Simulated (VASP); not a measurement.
# NiMoIrPdW (P3m1) in VASP: a series of runs, part 2 of 2

VASP 6.6.1. Earlier steps stand in the parts before.

## (4) Band structure, BLYP, collinear spin, ferromagnetic start

This run uses another cell than the first one, of 15.76 Å³/atom, 1.034 times its volume.

POSCAR reads:

```
NiMoIrPdW                               
1.0
    2.8133504837     -0.0000074692      0.0000000921
   -1.4066817104      2.4364233180     -0.0000000921
    0.0000003028     -0.0000001748     11.4980723379
  Ni              Mo              Pd              Ir              W             
     1     1     1     1     1
Direct
     0.0000006413386562    0.9999993586614082    0.7076010394587304
     0.6666694803282183    0.3333305196716648    0.2964856057529831
     0.6666692707294636    0.3333307292704835    0.8975143184371064
     0.0000011120148277    0.9999988879853184    0.1069896295276408
     0.6666694955888446    0.3333305044111146    0.5290894068235341
```

INCAR.step1 reads:

```
AGGAC = 1.0
AGGAX = 1.0
ALDAC = 0.0
ALDAX = 1.0
ALGO = Fast
EDIFF = 1E-6
ENCUT = 520
GGA = B5
ISIF = 2
ISMEAR = -1
ISPIN = 2
KPAR = 4
LASPH = True
LCHARG = True
LMAXMIX = 4
LORBIT = 11
LREAL = False
LWAVE = False
MAGMOM = 1 1 0 0.6 0
NELM = 100
PREC = Accurate
SIGMA = 0.05
```

KPOINTS.step1 reads:

```
k-points
0
Gamma
  11 11 3
```

INCAR.step2 reads:

```
AGGAC = 1.0
AGGAX = 1.0
ALDAC = 0.0
ALDAX = 1.0
ALGO = Fast
EDIFF = 1E-6
ENCUT = 520
GGA = B5
ICHARG = 11
ISIF = 2
ISMEAR = 0
ISPIN = 2
KPAR = 4
LASPH = True
LCHARG = False
LMAXMIX = 4
LORBIT = 11
LREAL = False
LWAVE = False
MAGMOM = 1 1 0 0.6 0
NELM = 100
PREC = Accurate
SIGMA = 0.05
```

KPOINTS.step2 reads:

```
path GMKGALHA,LM,KH
20
line-mode
reciprocal
 0.0000000000  0.0000000000  0.0000000000  G
 0.5000000000  0.0000000000  0.0000000000  M

 0.5000000000  0.0000000000  0.0000000000  M
 0.3333333333  0.3333333333  0.0000000000  K

 0.3333333333  0.3333333333  0.0000000000  K
 0.0000000000  0.0000000000  0.0000000000  G

 0.0000000000  0.0000000000  0.0000000000  G
 0.0000000000  0.0000000000  0.5000000000  A

 0.0000000000  0.0000000000  0.5000000000  A
 0.5000000000  0.0000000000  0.5000000000  L

 0.5000000000  0.0000000000  0.5000000000  L
 0.3333333333  0.3333333333  0.5000000000  H

 0.3333333333  0.3333333333  0.5000000000  H
 0.0000000000  0.0000000000  0.5000000000  A

 0.5000000000  0.0000000000  0.5000000000  L
 0.5000000000  0.0000000000  0.0000000000  M

 0.3333333333  0.3333333333  0.0000000000  K
 0.3333333333  0.3333333333  0.5000000000  H
```

Potentials or basis: VASP PAW PBE potentials, release 64 (Ni, Mo_sv, Pd, Ir, W_sv).

On the command line:

```sh
> cat potpaw_PBE.64/Ni/POTCAR potpaw_PBE.64/Mo_sv/POTCAR potpaw_PBE.64/Pd/POTCAR potpaw_PBE.64/Ir/POTCAR potpaw_PBE.64/W_sv/POTCAR > POTCAR
> cp INCAR.step1 INCAR
> cp KPOINTS.step1 KPOINTS
> mpirun -np 4 vasp_std > vasp.out
> cp INCAR.step2 INCAR
> cp KPOINTS.step2 KPOINTS
> mpirun -np 4 vasp_std > vasp.out
```

OUTCAR:

```text
EDIFF = 1E-6
   ENCUT = 520
   GGA = B5
   ICHARG = 11
   ISIF = 2
   ISMEAR = 0
   ISPIN = 2
   LASPH = True
   LORBIT = 11
   LREAL = False
   NELM = 100
   PREC = Accurate

 ion  position               nearest neighbor table
   1  0.000  1.000  0.708-   5 2.62   5 2.62   5 2.62   3 2.72   3 2.72   3 2.72
   2  0.667  0.333  0.296-   5 2.67   4 2.72   4 2.72   4 2.72
   3  0.667  0.333  0.898-   1 2.72   1 2.72   1 2.72   4 2.91   4 2.91   4 2.91
   4  0.000  1.000  0.107-   2 2.72   2 2.72   2 2.72   3 2.91   3 2.91   3 2.91
   5  0.667  0.333  0.529-   1 2.62   1 2.62   1 2.62   2 2.67

  LATTYP: Found a hexagonal cell.
[... 2054 lines left out ...]
     0.000000303 -0.000000175 11.498072338    -0.000000003  0.000000002  0.086971100

 POSITION                                       TOTAL-FORCE (eV/Angst)
 -----------------------------------------------------------------------------------
     -1.40668      2.43642      8.13605        -0.000000      0.000000     -0.139110
      1.40669      0.81213      3.40901         0.000000     -0.000000      0.179654
      1.40668      0.81213     10.31968        -0.000000      0.000000     -0.133299
     -1.40668      2.43642      1.23017         0.000000     -0.000000      0.058285
      1.40669      0.81213      6.08351         0.000000     -0.000000      0.034471
 -----------------------------------------------------------------------------------
    total drift:                               -0.032054      0.018516      0.087423

  FREE ENERGIE OF THE ION-ELECTRON SYSTEM (eV)
  ---------------------------------------------------
  free  energy   TOTEN  =       -36.2472328715 eV

  energy  without entropy=      -36.2350525988  energy(sigma->0) =      -36.24114274

 total charge

# of ion       s       p       d       tot
------------------------------------------
    1        0.445   0.348   8.413   9.207
    2        2.372   6.159   3.986  12.518
    3        0.459   0.352   8.660   9.471
    4        0.633   0.505   6.944   8.082
    5        2.409   6.235   3.537  12.181
--------------------------------------------------
tot          6.318  13.599  31.541  51.458

 magnetization (x)

# of ion       s       p       d       tot
------------------------------------------
    1        0.000   0.000   0.001   0.001
    2        0.000   0.000  -0.000  -0.000
    3       -0.000  -0.000   0.000   0.000
    4       -0.000  -0.000  -0.000  -0.000
    5        0.000   0.000   0.000   0.000
--------------------------------------------------
tot          0.000   0.000   0.002   0.002
```

OSZICAR.step1:

```text
N       E                     dE             d eps       ncg     rms          rms(c)
DAV:   1     0.674476099405E+03    0.67448E+03   -0.30034E+04  5984   0.183E+03
DAV:   2     0.939290197672E+01   -0.66508E+03   -0.64962E+03  6021   0.536E+02
DAV:   3    -0.363452167281E+02   -0.45738E+02   -0.42576E+02  6694   0.145E+02
[... 16 lines left out ...]
RMM:  20    -0.363609454639E+02   -0.47349E-04   -0.10035E-04  7189   0.529E-02    0.672E-02
RMM:  21    -0.363609903917E+02   -0.44928E-04   -0.10242E-04  7527   0.482E-02    0.644E-02
RMM:  22    -0.363610093260E+02   -0.18934E-04   -0.91575E-05  7870   0.496E-02    0.353E-02
RMM:  23    -0.363610162292E+02   -0.69032E-05   -0.51050E-05  7532   0.355E-02    0.956E-03
RMM:  24    -0.363610182790E+02   -0.20498E-05   -0.15211E-05  6904   0.152E-02    0.381E-03
RMM:  25    -0.363610187020E+02   -0.42297E-06   -0.25194E-06  4476   0.794E-03
   1 F= -.36361019E+02 E0= -.36336340E+02  d E =-.493568E-01  mag=     0.0009
```

It took 6.9 min on 4 MPI ranks of Intel Xeon Platinum 8488C (Sapphire Rapids), shared host; peak memory 0.92 GiB.

Results:

* Band gap along the path: none (metal or under the smearing width)
* Net moment: 0.00 μB per cell

Levels at the corners of the path, in eV from the Fermi level:
Spin up:
| point | band 25 | band 26 | band 27 | band 28 | band 29 | band 30 | band 31 | band 32 |
| --- | --- | --- | --- | --- | --- | --- | --- | --- |
| Γ | -1.38 | -1.38 | -0.82 | -0.82 | -0.68 | -0.12 | -0.12 | 0.20 |
| M | -0.36 | -0.29 | -0.04 | 0.89 | 1.06 | 1.11 | 2.02 | 2.25 |
| M | -0.36 | -0.29 | -0.04 | 0.89 | 1.06 | 1.11 | 2.02 | 2.25 |
| K | -0.43 | -0.28 | -0.07 | -0.01 | 0.02 | 0.20 | 0.94 | 1.27 |
| K | -0.43 | -0.28 | -0.07 | -0.01 | 0.02 | 0.20 | 0.94 | 1.27 |
| Γ | -1.38 | -1.38 | -0.82 | -0.82 | -0.68 | -0.12 | -0.12 | 0.20 |
| Γ | -1.38 | -1.38 | -0.82 | -0.82 | -0.68 | -0.12 | -0.12 | 0.20 |
| A | -1.30 | -1.30 | -0.91 | -0.91 | -0.89 | -0.02 | -0.02 | 0.14 |
| A | -1.30 | -1.30 | -0.91 | -0.91 | -0.89 | -0.02 | -0.02 | 0.14 |
| L | -0.36 | -0.04 | 0.32 | 0.92 | 0.93 | 1.17 | 1.37 | 2.56 |
| L | -0.36 | -0.04 | 0.32 | 0.92 | 0.93 | 1.17 | 1.37 | 2.56 |
| H | -0.43 | -0.29 | -0.07 | -0.02 | 0.19 | 0.26 | 0.96 | 1.01 |
| H | -0.43 | -0.29 | -0.07 | -0.02 | 0.19 | 0.26 | 0.96 | 1.01 |
| A | -1.30 | -1.30 | -0.91 | -0.91 | -0.89 | -0.02 | -0.02 | 0.14 |
| L | -0.36 | -0.04 | 0.32 | 0.92 | 0.93 | 1.17 | 1.37 | 2.56 |
| M | -0.36 | -0.29 | -0.04 | 0.89 | 1.06 | 1.11 | 2.02 | 2.25 |
| K | -0.43 | -0.28 | -0.07 | -0.01 | 0.02 | 0.20 | 0.94 | 1.27 |
| H | -0.43 | -0.29 | -0.07 | -0.02 | 0.19 | 0.26 | 0.96 | 1.01 |
Spin down:
```csv
point,band 25,band 26,band 27,band 28,band 29,band 30,band 31,band 32
Γ,-1.38,-1.38,-0.82,-0.82,-0.68,-0.12,-0.12,0.20
M,-0.36,-0.29,-0.04,0.89,1.06,1.11,2.02,2.25
M,-0.36,-0.29,-0.04,0.89,1.06,1.11,2.02,2.25
K,-0.43,-0.28,-0.07,-0.01,0.02,0.20,0.94,1.27
K,-0.43,-0.28,-0.07,-0.01,0.02,0.20,0.94,1.27
Γ,-1.38,-1.38,-0.82,-0.82,-0.68,-0.12,-0.12,0.20
Γ,-1.38,-1.38,-0.82,-0.82,-0.68,-0.12,-0.12,0.20
A,-1.30,-1.30,-0.91,-0.91,-0.89,-0.02,-0.02,0.14
A,-1.30,-1.30,-0.91,-0.91,-0.89,-0.02,-0.02,0.14
L,-0.36,-0.04,0.32,0.92,0.93,1.17,1.37,2.56
L,-0.36,-0.04,0.32,0.92,0.93,1.17,1.37,2.56
H,-0.43,-0.29,-0.07,-0.02,0.19,0.26,0.96,1.01
H,-0.43,-0.29,-0.07,-0.02,0.19,0.26,0.96,1.01
A,-1.30,-1.30,-0.91,-0.91,-0.89,-0.02,-0.02,0.14
L,-0.36,-0.04,0.32,0.92,0.93,1.17,1.37,2.56
M,-0.36,-0.29,-0.04,0.89,1.06,1.11,2.02,2.25
K,-0.43,-0.28,-0.07,-0.01,0.02,0.20,0.94,1.27
H,-0.43,-0.29,-0.07,-0.02,0.19,0.26,0.96,1.01
```

Caveat: the log is that of the step along the path at fixed density, whose energy, stress, charges and moments have no meaning; the PAW data sets were made with another functional, which shifts forces and pressure a little; spin-orbit coupling is left out, which moves the levels of the heavy elements.

## (5) The runs side by side

| level | cell | moment (μB) |
| --- | --- | --- |
| RPBE | P3m1, 15.24 Å³/atom | 0.00 |
| revPBE | P3m1, 15.16 Å³/atom | 0.00 |
| BLYP | P3m1, 15.76 Å³/atom | 0.00 |

Alike in all rows: task band structure; potentials or basis VASP PAW PBE potentials, release 64 (Ni, Mo_sv, Pd, Ir, W_sv); spin collinear, ferromagnetic start; k mesh 11 × 11 × 3; cutoff (eV) 520; smearing fermi-dirac 0.05 eV.

Caveats: the PAW data sets were made with another functional, which shifts forces and pressure a little; spin-orbit coupling is left out, which moves the levels of the heavy elements.

Absolute energies hang on the potentials; compare differences alone.
